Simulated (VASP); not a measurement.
# MnHg (P4/mmm) in VASP: further runs, part 2 of 2

VASP 6.6.1. The steps go on from the part before.

### 3 Single point, LDA, collinear spin, ferromagnetic start

run.py reads:

```python
from ase.calculators.vasp import Vasp
from ase.dft.bandgap import bandgap
from ase.io import read

atoms = read('MnHg.xyz')
atoms.set_initial_magnetic_moments([0.0, 4.0])
calc = Vasp(
    directory='calc',
    xc='lda',
    pp='LDA',
    setups={'base': 'minimal', 'Hg': '_sv_GW', 'Mn': '_GW'},
    prec='Accurate',
    encut=550,
    ediff=1e-06,
    ismear=0,
    sigma=0.1,
    lreal=False,
    lasph=True,
    nelm=120,
    algo='Normal',
    isif=2,
    lwave=False,
    lcharg=False,
    ispin=2,
    lorbit=11,
    lmaxmix=4,
    kpts=[8, 8, 8],
    gamma=True,
)
atoms.calc = calc

print('energy (eV):', atoms.get_potential_energy())
print('free energy (eV):', atoms.get_potential_energy(force_consistent=True))
print('forces (eV/A):')
print(atoms.get_forces())
print('stress (eV/A^3, Voigt):', atoms.get_stress())
print('Fermi level (eV):', calc.get_fermi_level())
print('moment (muB):', atoms.get_magnetic_moment())
print('site moments (muB):', atoms.get_magnetic_moments())
gap, top, bottom = bandgap(calc)
print('band gap (eV):', gap, 'from (spin, k, band)', top, 'to', bottom)
```

MnHg.xyz reads:

```xyz
2
Lattice="3.2880000000 0.0000000000 0.0000000000 0.0000000000 3.2880000000 0.0000000000 0.0000000000 0.0000000000 3.3130000000" Properties=species:S:1:pos:R:3 pbc="T T T"
Hg     0.0000000000      0.0000000000      0.0000000000
Mn     1.6440000000      1.6440000000      1.6565000000
```

Potentials or basis: VASP PAW LDA potentials, release 64 (Hg_sv_GW, Mn_GW).

Command:

```bash
python run.py
```

Wall time 2.1 min (1 thread of Intel Xeon Platinum 8259CL at 2.50GHz (Skylake/Cascade Lake), shared host); peak memory 0.25 GiB.

Results (log left out):

```yaml
Free_energy: -9.9431 eV
Pressure: -9.6 GPa
Band_gap_on_the_k_mesh: none (metal or under the smearing width)
Net_moment: 3.69 μB per cell
Site_moments: Hg -0.04; Mn +3.60 μB
Valence_electrons_inside_the_program's_atomic_spheres: Hg 17.91; Mn 5.72
```

Stress tensor (GPa, compression positive):
```
-9.58  0.00  0.00
 0.00 -9.58  0.00
 0.00  0.00 -9.72
```

Levels at points of the mesh, in eV from the Fermi level:
Spin up:
```csv
k point,band 11,band 12,band 13,band 14,band 15,band 16,band 17,band 18,band 19
"(0.00, 0.00, 0.00)",-2.46,-2.44,-1.60,-1.60,-1.59,4.88,5.09,5.09,9.03
"(0.50, 0.00, 0.00)",-4.84,-2.84,-2.37,-2.34,-1.83,-1.06,10.14,10.33,10.94
"(0.50, 0.50, 0.00)",-2.20,-1.62,-1.62,-1.49,-1.49,-1.47,1.03,3.37,11.66
"(0.00, 0.00, 0.50)",-4.92,-2.84,-2.34,-2.34,-1.82,-1.12,10.26,10.26,11.04
"(0.50, 0.00, 0.50)",-2.22,-1.62,-1.62,-1.54,-1.53,-1.49,0.99,3.30,11.79
"(0.50, 0.50, 0.50)",-3.40,-3.40,-1.47,-1.45,0.58,4.35,4.35,4.41,4.77
```
Spin down:
| k point | band 8 | band 9 | band 10 | band 11 | band 12 | band 13 | band 14 | band 15 | band 16 | band 17 |
| --- | --- | --- | --- | --- | --- | --- | --- | --- | --- | --- |
| (0.00, 0.00, 0.00) | -6.92 | -6.92 | -6.90 | 0.20 | 0.22 | 1.42 | 1.42 | 1.43 | 5.30 | 5.51 |
| (0.50, 0.00, 0.00) | -7.28 | -6.81 | -4.76 | -4.33 | -0.18 | 0.33 | 0.38 | 1.21 | 1.92 | 10.83 |
| (0.50, 0.50, 0.00) | -7.37 | -6.32 | -3.32 | -1.17 | -1.17 | 0.43 | 1.26 | 1.26 | 1.75 | 3.28 |
| (0.00, 0.00, 0.50) | -7.27 | -6.80 | -4.85 | -4.36 | -0.20 | 0.38 | 0.38 | 1.22 | 1.87 | 10.94 |
| (0.50, 0.00, 0.50) | -7.34 | -6.34 | -3.38 | -1.22 | -1.21 | 0.39 | 1.27 | 1.28 | 1.73 | 3.26 |
| (0.50, 0.50, 0.50) | -6.32 | -6.30 | -1.54 | -1.54 | -1.54 | 0.58 | 1.76 | 1.78 | 5.77 | 5.77 |

Spin-orbit coupling is left out, which matters for the levels of Hg.

### 4 Single point, PBEsol, collinear spin, ferromagnetic start

INCAR reads:

```
PREC = Accurate
ENCUT = 520
EDIFF = 1E-6
ISMEAR = 0
SIGMA = 0.05
LREAL = F
LASPH = T
NELM = 100
ALGO = Fast
ISIF = 2
LWAVE = F
LCHARG = T
ISPIN = 2
MAGMOM = 0 4
LORBIT = 11
LMAXMIX = 4
GGA = PS
LELF = T
LVHAR = T
```

KPOINTS reads:

```
Automatic mesh
0
Gamma
  8 8 8
```

POSCAR reads:

```
MnHg
3.288
    1.000000000000      0.000000000000      0.000000000000
    0.000000000000      1.000000000000      0.000000000000
    0.000000000000      0.000000000000      1.007603406326
Hg Mn
1 1
Direct
    0.0000000000      0.0000000000      0.0000000000
    0.5000000000      0.5000000000      0.5000000000
```

Potentials or basis: VASP PAW PBE potentials, release 64 (Hg, Mn_pv).

Command:

```bash
cat potpaw_PBE.64/Hg/POTCAR potpaw_PBE.64/Mn_pv/POTCAR > POTCAR
mpirun -np 1 vasp_std > vasp.out
```

OUTCAR:

```text
PREC = Accurate
   ENCUT = 520
   EDIFF = 1E-6
   ISMEAR = 0
   LREAL = F
   LASPH = T
   NELM = 100
   ISIF = 2
   ISPIN = 2
   LORBIT = 11
   GGA = PS

 ion  position               nearest neighbor table
   1  0.000  0.000  0.000-   2 2.85   2 2.85   2 2.85   2 2.85   2 2.85   2 2.85   2 2.85   2 2.85

   2  0.500  0.500  0.500-   1 2.85   1 2.85   1 2.85   1 2.85   1 2.85   1 2.85   1 2.85   1 2.85

  LATTYP: Found a simple tetragonal cell.
 ALAT       =     3.2880000000
 C/A-ratio  =     1.0076034063

  Lattice vectors:
[... 1226 lines left out ...]
  external PRESSURE =     -29.2798342 kB  Pullay stress =       0.0000000 kB

 VOLUME and BASIS-vectors are now :
 -----------------------------------------------------------------------------
  energy-cutoff  :      520.00
  volume of cell :       35.82
      direct lattice vectors                 reciprocal lattice vectors
     3.288000000  0.000000000  0.000000000     0.304136253  0.000000000  0.000000000
     0.000000000  3.288000000  0.000000000     0.000000000  0.304136253  0.000000000
     0.000000000  0.000000000  3.313000000     0.000000000  0.000000000  0.301841232

 POSITION                                       TOTAL-FORCE (eV/Angst)
 -----------------------------------------------------------------------------------
      0.00000      0.00000      0.00000         0.000000      0.000000      0.000000
      1.64400      1.64400      1.65650         0.000000      0.000000      0.000000
 -----------------------------------------------------------------------------------
    total drift:                                0.000000      0.000000     -0.000000

  FREE ENERGIE OF THE ION-ELECTRON SYSTEM (eV)
  ---------------------------------------------------
  free  energy   TOTEN  =        -9.5549911392 eV

  energy  without entropy=       -9.5527656456  energy(sigma->0) =       -9.55387839

 total charge

# of ion       s       p       d       tot
------------------------------------------
    1        0.816   0.533   9.248  10.597
    2        0.256   6.182   4.975  11.412
--------------------------------------------------
tot          1.072   6.715  14.222  22.009

 magnetization (x)

# of ion       s       p       d       tot
------------------------------------------
    1       -0.043  -0.056   0.046  -0.053
    2        0.026   0.016   3.765   3.807
--------------------------------------------------
tot         -0.016  -0.041   3.811   3.754
```

stdout:

```text
POSCAR found type information on POSCAR HgMn
 POSCAR found :  2 types and       2 ions
 scaLAPACK will be used
 -----------------------------------------------------------------------------
|                                                                             |
|                                                                             |
|     You enforced a specific xc type in the INCAR file but a different       |
|     I HOPE YOU KNOW WHAT YOU ARE DOING!                                     |
|                                                                             |
 -----------------------------------------------------------------------------

 LDA part: xc-table for (Slater+PW92), standard interpolation
 POSCAR, INCAR and KPOINTS ok, starting setup
 FFT: planning ... GRIDC
 FFT: planning ... GRID_SOFT
 FFT: planning ... GRID
 WAVECAR not read
 entering main loop
```

Run time: 69 s. Hardware: 1 thread of Intel Xeon Platinum 8375C at 2.90GHz (Ice Lake), shared host; peak memory 0.21 GiB.

What came out:

```yaml
Free_energy: -9.5550 eV
Pressure: -2.9 GPa
Band_gap_on_the_k_mesh: none (metal or under the smearing width)
Net_moment: 3.91 μB per cell
Site_moments: Hg -0.05; Mn +3.81 μB
Valence_electrons_inside_the_program's_atomic_spheres: Hg 10.60; Mn 11.41
```

Caveat: the PAW data sets were made with another functional, which shifts forces and pressure a little.

### 5 The runs side by side

| level | potentials or basis | cutoff (eV) | smearing | further INCAR settings | gap on the mesh (eV) | pressure (GPa) | moment (μB) |
| --- | --- | --- | --- | --- | --- | --- | --- |
| LDA | VASP PAW LDA potentials, release 64 (Hg_sv_GW, Mn_GW) | 550 | gaussian 0.1 eV | ALGO = Normal; EDIFF = 1e-07 | none | -9.6 | 3.69 |
| LDA | VASP PAW LDA potentials, release 64 (Hg_sv_GW, Mn_GW) | 550 | gaussian 0.1 eV | ALGO = Normal; EDIFF = 1.00e-06 | none | -9.6 | 3.69 |
| PBEsol | VASP PAW PBE potentials, release 64 (Hg, Mn_pv) | 520 | gaussian 0.05 eV | ALGO = Fast; EDIFF = 1e-06 | none | -2.9 | 3.91 |

Alike in all rows: task single point; spin collinear, ferromagnetic start; cell as given; k mesh 8 × 8 × 8.

Caveats: the PAW data sets were made with another functional, which shifts forces and pressure a little (some runs).

Total energies depend on the potentials used, so only differences within one code and one set of settings carry meaning.
